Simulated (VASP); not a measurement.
Consider the following.

```
CELL_PARAMETERS angstrom
      0.00000     2.10939     2.10939
      2.10939     0.00000     2.10939
      2.10939     2.10939     0.00000
ATOMIC_POSITIONS crystal
  Ti 0.00000 0.00000 0.00000
  C  0.50000 0.50000 0.50000
```

These are PBE GGA with D4 dispersion, VASP's PBE PAW potentials (set 64) (plane waves; VASP 6.6.1) values and carry that method's errors. Run with 520 eV cut-off, 15×15×15 Γ-centred mesh, first-order Methfessel-Paxton smearing of 0.10 eV, potentials Ti_sv C.

Q: Give the stress tensor in GPa (positive for a compressed cell).

A: 
```
17.94   0.00   0.00
 0.00  17.94   0.00
 0.00   0.00  17.94
```
The pressure is its mean diagonal, 17.94 GPa.

The compound is TiC in the rock salt structure. This cell is one point of a volume scan, at 0.94 of the reference volume.
